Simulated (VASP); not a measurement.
Output of a VASP run:

File OSZICAR:
```
       N       E                     dE             d eps       ncg     rms          rms(c)
DAV:   1     0.359546167232E+02    0.35955E+02   -0.82872E+03  1848   0.128E+03
DAV:   2    -0.226749891204E+02   -0.58630E+02   -0.55161E+02  2423   0.249E+02
DAV:   3    -0.247446665907E+02   -0.20697E+01   -0.20571E+01  2405   0.409E+01
DAV:   4    -0.247612782942E+02   -0.16612E-01   -0.16367E-01  2179   0.368E+00
DAV:   5    -0.247615536580E+02   -0.27536E-03   -0.27459E-03  2373   0.344E-01    0.491E+01
DAV:   6    -0.218366359359E+02    0.29249E+01   -0.15525E+01  2160   0.282E+01    0.411E+01
DAV:   7    -0.217773922010E+02    0.59244E-01   -0.68928E-01  2106   0.759E+00    0.264E+01
DAV:   8    -0.217656416049E+02    0.11751E-01   -0.13396E-01  2170   0.341E+00    0.617E+00
DAV:   9    -0.217548826152E+02    0.10759E-01   -0.61984E-02  2183   0.173E+00    0.154E+00
DAV:  10    -0.217544697793E+02    0.41284E-03   -0.23117E-03  2167   0.444E-01    0.339E-01
DAV:  11    -0.217544742237E+02   -0.44444E-05   -0.23553E-04  2296   0.136E-01    0.538E-02
DAV:  12    -0.217544706777E+02    0.35460E-05   -0.14525E-05  2237   0.363E-02    0.360E-02
DAV:  13    -0.217544703828E+02    0.29492E-06   -0.57168E-07  1167   0.836E-03
   1 F= -.21754470E+02 E0= -.21754368E+02  d E =-.306815E-03
```

File OUTCAR:
```
------------------------ aborting loop because EDIFF is reached ----------------------------------------
  FORCE on cell =-STRESS in cart. coord.  units (eV):
  Direction    XX          YY          ZZ          XY          YZ          ZX
  --------------------------------------------------------------------------------------
  Total        0.3780083      0.3780083      0.3780083     -0.0000000      0.0000000     -0.0000000
  in kB       26.2335233     26.2335233     26.2335233     -0.0000000      0.0000000     -0.0000000
  external PRESSURE =      26.2335233 kB  Pullay stress =       0.0000000 kB
  volume of cell :       23.09
      direct lattice vectors                 reciprocal lattice vectors
     0.000000000  2.260000000  2.260000000    -0.221238938  0.221238938  0.221238938
     2.260000000  0.000000000  2.260000000     0.221238938 -0.221238938  0.221238938
     2.260000000  2.260000000  0.000000000     0.221238938  0.221238938 -0.221238938
 POSITION                                       TOTAL-FORCE (eV/Angst)
 -----------------------------------------------------------------------------------
      0.00000      0.00000      0.00000         0.000000      0.000000      0.000000
      2.26000      2.26000      2.26000        -0.000000      0.000000      0.000000
 -----------------------------------------------------------------------------------
    total drift:                                0.000000     -0.000000     -0.000000
  FREE ENERGIE OF THE ION-ELECTRON SYSTEM (eV)
  ---------------------------------------------------
  free  energy   TOTEN  =       -21.7544703828 eV

  energy  without entropy=      -21.7541635675  energy(sigma->0) =      -21.75436811
```
(Selected blocks of OUTCAR.)

**POSCAR**
```
HfN
1
    0.0000000000     2.2600000000     2.2600000000
    2.2600000000     0.0000000000     2.2600000000
    2.2600000000     2.2600000000     0.0000000000
Hf N
1 1
Direct
  0.0000000000   0.0000000000   0.0000000000
  0.5000000000   0.5000000000   0.5000000000
```

Task: Reconstruct the remaining input files.

Result: This is not unique; one that fits is the input of the run itself, PBE GGA, plane waves, VASP's PBE PAW potentials (set 64).

**KPOINTS**
```
Automatic mesh
0
Gamma
13 13 13
0 0 0
```

INCAR:
```
! general
SYSTEM  = HfN
PREC    = Accurate
ENCUT   = 520
LREAL   = F
LASPH   = T

! electronic loop
EDIFF   = 1E-6
NELM    = 100
ALGO    = Normal
LMAXMIX = 6

! smearing
ISMEAR  = 1
SIGMA   = 0.1

! functional
GGA     = PE

! ions
ISIF    = 2

! output
LWAVE   = F
LCHARG  = F
```

POTCAR, in this order: Hf_pv N (PBE.64 set). Program: vasp_std.

The compound is HfN in the rock salt structure. The cell was not relaxed at this level. The electron count is odd and the run is not spin-polarised, which forces a metal.
